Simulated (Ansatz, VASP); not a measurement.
# HfB2: VASP beside Ansatz, part 2 of 2

Aim: how closely do two programs agree when they are given the same cell, functional and k mesh? The cell is taken from a series of runs on this material, whose earlier steps may have relaxed, scaled, displaced or heated it; both programs get it as it stands.

VASP 6.6.1 and Ansatz 0.2.0.

So far: Starting point; VASP: zone-centre phonons, LDA.

## (3) Ansatz: zone-centre phonons, LDA

Level of this step: Ansatz beside VASP: Kohn-Sham DFT, plane waves, LDA (Ansatz).

Ansatz runs on its PAW soft_1 files.

The same cell, functional (in two slightly different forms), mesh and smearing now go to Ansatz, which takes its cutoff from its data sets.

input.yaml

```yaml
crystal:
  lattice:
    - [3.102943116, 0.0, 0.0]
    - [-1.551471558, 2.687227565, 0.0]
    - [0.0, 0.0, 3.422325395]
  atoms:
    - { symbol: B, position: [0.3333333333, 0.6666666667, 0.5] }
    - { symbol: B, position: [0.6666666667, 0.3333333333, 0.5] }
    - { symbol: Hf, position: [0.0, 0.0, 0.0] }
kpoints:
  mp_grid: { grid: [15, 15, 12] }
hamiltonian:
  xc: lda
  pseudopotentials: { kind: paw, azcp: { folder: soft_1 }, xc_functional: pbe }
scf:
  occupations: { method: methfessel_paxton, width: 0.2 }
output:
  eigenvalues: true
phonons:
  method: dfpt
```

Command:

```
$ ansatz run input.yaml --threads 4 --pin off --max-ram 10240MiB --backend cpu --events-out ev --progress --plain --runs-dir out
```

Numbers of over 12 decimals in the logs are rounded to 6 here.

What it wrote:

```text
zone centre: on kpoints.mp_grid the ground state, and the responses unless they are solved on pairs of k-points, stand on 448 of the mesh's 2700 k-points, reduced under 4 symmetry operations, with k and −k counted as one. Each operation leaves every solved displacement unchanged or reverses it
Engine: ansatz 0.2.0, x86_64-unknown-linux-gnu
Pseudopotentials: kind: paw
Pseudopotential: B, paw, valence charge 3, recommended cutoff 420 eV (normal), soft_1/B.paw.azcp
Pseudopotential: Hf, paw, valence charge 26, recommended cutoff 420 eV (normal), soft_1/Hf.paw.azcp
Functional definition: SPW92
  exchange = slater_x
  correlation = pw_c
Crystal: 3 atoms, lattice volume = 28.536 Å³
Basis set: ecut = 420 eV, 563 PW (Γ), exchange–correlation on 48×48×48 points (8 copies of the dense FFT grid, shifted against one another)
Bands: 20, of which v1, the nominal top of the filled ones, is band 16 counted from 1 (15 counted from 0)
Symmetry: 24 space group operations
k-points: 448 of 2700 (irreducible under 4 space group operations, time reversal used)
Non-local potential: B, projectors of the file, l = 0: 2, l = 1: 2, l = 2: 1
Non-local potential: Hf, projectors of the file, l = 0: 3, l = 1: 2, l = 2: 2, l = 3: 3
PAW form: soft (Blöchl's): semilocal exchange-correlation on the pseudo side does not see the compensation charge
PAW frozen core: B, regenerated for the run's functional, and the local potential with it (the file was generated under x = pbe(κ = 0.804, μ = 0.219515), c = pbe(β = 0.066725))
PAW frozen core: Hf, regenerated for the run's functional, and the local potential with it (the file was generated under x = pbe(κ = 0.804, μ = 0.219515), c = pbe(β = 0.066725))
PAW one-centre angular grid: B, 110 points (default); XC on 64 Gauss nodes
PAW one-centre angular grid: Hf, 590 points (default); XC on 64 Gauss nodes
Initial density: superposition of atomic densities (chi_scale 0.1, normalization cell, long waves kept (reshape's long-wave potential 0.00 eV rms))
Initial wavefunctions: pseudopotential atomic-orbital guess
Functional: x = slater, c = lda
SCF iter   1: F=—  HF=-15780.983549 eV  |F-HF|=—  |Δ(HF+E_count)|=         —  Δρ=6.80e-2  dr2=2.08e0  ethr=3.10e-3  ⟨swp⟩=4.1  Hψ=34979  notcnv=0
preconditioner: auto → none  [metal: Δε(μ)=0.036 eV  Ē_g=16.763 eV  σ=0.200 eV  W_gap=0.15  n_scr=8 (ndim 8)  ℏωp=38.1 eV  f_vac=0.000  D(μ)=0.24/eV (n_scr^D=0)  sad-step TF]
SCF iter   2: F=—  HF=-15780.535263 eV  |F-HF|=—  |Δ(HF+E_count)|=   4.48e-1  S|Δr|=    0.00e0  Δρ=3.59e-2  dr2=5.99e-1  ethr=3.10e-3  ⟨swp⟩=3.0  Hψ=19119  notcnv=0
SCF iter   3: F=—  HF=-15780.390034 eV  |F-HF|=—  |Δ(HF+E_count)|=   1.45e-1  S|Δr|=    0.00e0  Δρ=1.10e-2  dr2=2.21e-2  ethr=1.87e-3  ⟨swp⟩=2.1  Hψ=18821  notcnv=0
SCF iter   4: F=—  HF=-15780.328510 eV  |F-HF|=—  |Δ(HF+E_count)|=   6.15e-2  S|Δr|=    0.00e0  Δρ=3.17e-3  dr2=1.53e-3  ethr=6.92e-5  ⟨swp⟩=2.3  Hψ=17840  notcnv=0
SCF iter   5: F=—  HF=-15780.331757 eV  |F-HF|=—  |Δ(HF+E_count)|=   3.25e-3  S|Δr|=    0.00e0  Δρ=1.24e-3  dr2=4.03e-4  ethr=4.78e-6  ⟨swp⟩=2.0  Hψ=16720  notcnv=0
SCF iter   6: F=—  HF=-15780.331481 eV  |F-HF|=—  |Δ(HF+E_count)|=   2.76e-4  S|Δr|=    0.00e0  Δρ=1.29e-4  dr2=8.05e-6  ethr=1.26e-6  ⟨swp⟩=2.0  Hψ=16118  notcnv=0
SCF iter   7: F=—  HF=-15780.331478 eV  |F-HF|=—  |Δ(HF+E_count)|=   2.43e-6  S|Δr|=    0.00e0  Δρ=3.25e-5  dr2=4.13e-7  ethr=2.52e-8  ⟨swp⟩=2.0  Hψ=14646  notcnv=0
SCF iter   8: F=—  HF=-15780.331478 eV  |F-HF|=—  |Δ(HF+E_count)|=   4.70e-8  S|Δr|=    0.00e0  Δρ=4.40e-6  dr2=4.43e-9  ethr=1.29e-9  ⟨swp⟩=2.0  Hψ=12184  notcnv=0
SCF iter   9: F=—  HF=-15780.331478 eV  |F-HF|=—  |Δ(HF+E_count)|=   1.17e-9  S|Δr|=    0.00e0  Δρ=2.46e-7  dr2=2.55e-11  ethr=1.39e-11  ⟨swp⟩=2.0  Hψ=15386  notcnv=0
SCF iter  10: F=-15780.331478 eV  HF=-15780.331478 eV  |F-HF|=3.64e-12  |Δ(HF+E_count)|=  3.64e-12  S|Δr|=    0.00e0  Δρ=3.01e-8  dr2=9.74e-14  ethr=1.00e-12  ⟨swp⟩=5.7  Hψ=41666  notcnv=0
SCF 1 converged in 10 iterations: F = -15780.331478 eV  dr2 = 9.74e-14
  greatest PAW one-centre occupation: 0.998 electrons in one spin orbital (limit 2), on the Hf atom at site 2 (counted from 0), in its partial waves of l = 3
DFPT response loops at Γ: preconditioner auto → Kerker (q_TF=auto, 2.781 Å⁻¹) (partly filled bands, converged f_vac=0.000); β = 1.00, the filter's whole step (`scf.mixing.beta` (0.50) is not read by the response loops under this deck's `scf.mixing.preconditioner`; to damp them name `kerker` or `kerker_dos`, under which they read `scf.mixing.beta`, and type it under 1.00, their step now; both keys bind the ground state too); Broyden in place of MSR1
SCF converged after 10 iterations
Stability not checked: this state was not tested for a lower state beside it, because cold or Methfessel-Paxton smearing, or corrected tetrahedra, fill the levels in a way that the test cannot read (fill_not_monotonic; see scf.lower_state_search)
Free energy (F): -15780.331478 eV
Harris-Foulkes:  -15780.331478 eV  (|F-HF|=3.64e-12)
Internal energy: -15780.331891 eV  (E = F + TS)
E sigma→0 (E₀):  -15780.331582 eV
Entropy (-TS):   0.000413 eV (0.138 meV/atom)
Fermi energy:    19.668449 eV
--- Per-component energies (eV) ---
  E_band       = 103.575017
  E_kinetic    = 516.083144
  E_local      = -6425.621207  (includes V_loc(G=0)·N_el)
  E_nonlocal   = 90.343459
  E_hartree    = 3168.188787
  E_xc         = -333.639833
  E_vxc        = -337.276017  (∫ρ·V_xc dr)
  E_paw        = -7600.501211  (= ΣΔE_a)
  E_vpaw       = -76.332042  (= ΣTr[D̂ρ^β])
  E_aug_tail   = 0.000120  (compensation charges beyond the density's cutoff)
  E_ewald      = -5197.733908
  E_core_change = 2.548757  (= ΣΔE_core)
  E_smearing   = 0.000413  (= −TS)
  E_closure    = 0.000000  (closes the sum)
  Σ components = -15780.331478   (vs F -15780.331478, Δ=0.00e0)
--- Band table (eV; the first three rows and the last of 448) ---
  k-point 0: bands = [... 12 lower, 16.5504, 16.6291, 16.6291, 17.0497, 23.7578, 23.7578, 24.4736, 24.4736]
  k-point 1: bands = [... 12 lower, 15.7165, 16.7043, 16.7043, 17.8445, 22.9063, 22.9063, 24.2220, 24.2220]
  k-point 2: bands = [... 12 lower, 14.6382, 16.9266, 16.9266, 18.8311, 21.8666, 21.8666, 23.5617, 23.5617]
  k-point 447: bands = [... 12 lower, 12.3595, 14.5073, 15.1927, 16.6946, 23.8148, 25.0684, 25.2585, 26.4445]
--- Phonons (Γ-DFPT): 4 representative perturbations + reference, on 448 of 2700 k-points (Σ response iterations 12) ---
  k mesh reduced under 4 symmetry operations, with k and −k counted as one. Each operation leaves every solved displacement unchanged or reverses it
  ASR residual: 6.851e-6 → 0.000e0 eV/Å²; symmetrization residual: 7.091e-7 eV/Å²
  ASR residual per site (eV/Å²): 1.48e-6 1.48e-6 6.85e-6
  Γ frequencies (cm⁻¹): 0.00 0.00 0.00 457.40 457.40 485.04 572.75 832.53 832.53
  non-analytic LO–TO correction: not included (Born effective charges unavailable; polar crystals: no LO–TO splitting at Γ)
```

The column dr2 measures how far the density is from self-consistency, as an energy; F and HF (Harris–Foulkes) agree once it is small.

## (4) Comparison

Known differences besides the potentials themselves: the data sets hold 32 valence electrons in Ansatz (on its PAW soft_1 files) and 16 in VASP; the cutoff is 420 eV in Ansatz and 500 eV in VASP; VASP's log shows a relativistic correction to its local exchange, Ansatz's none. Total energies have different zeros and are not compared.

Compared:

```
                  quantity  Ansatz   VASP  difference
optical mode 1 to 2 (cm⁻¹)   457.4  459.4     -0.44 %
     optical mode 3 (cm⁻¹)   485.0  486.6     -0.33 %
     optical mode 4 (cm⁻¹)   572.8  576.0     -0.57 %
optical mode 5 to 6 (cm⁻¹)   832.5  834.5     -0.23 %
```

Modes are paired by rising frequency, not by their patterns, so a pair may set unlike modes beside each other; they are those without the splitting of longitudinal modes.

## (5) Summary of results

| Quantity | Value |
| --- | --- |
| r.m.s. difference of the optical zone-centre modes, each program's sorted by frequency (zone-centre phonons, LDA) | 2.2 cm⁻¹ |
| difference in optical mode 4 (zone-centre phonons, LDA) | -0.6 % |

The r.m.s. difference of the optical zone-centre modes, each program's sorted by frequency is 2.2 cm⁻¹ (zone-centre phonons, LDA). The data sets hold unlike numbers of valence electrons (32 in Ansatz and 16 in VASP), so part of the differences comes from the potentials. Among the rows given in per cent, the largest difference of the zone-centre phonons, LDA pair is in optical mode 4, -0.6 %. Such differences can come from data sets, numerical settings and the points named under the comparisons, not from the functional's error against experiment.

[Lines on the potential files, build, host, timing and source positions are cut from VASP's logs without a mark.]

[Logs are printed without paths, hosts, clocks, repeated set-up lines and the standing remarks that a program may print on its own settings, such as how far it seeks lower states.]

[Hosts, paths, dates, database ids (printed as entryN), source tags and the programs' standing remarks are cut or masked in the printed files.]
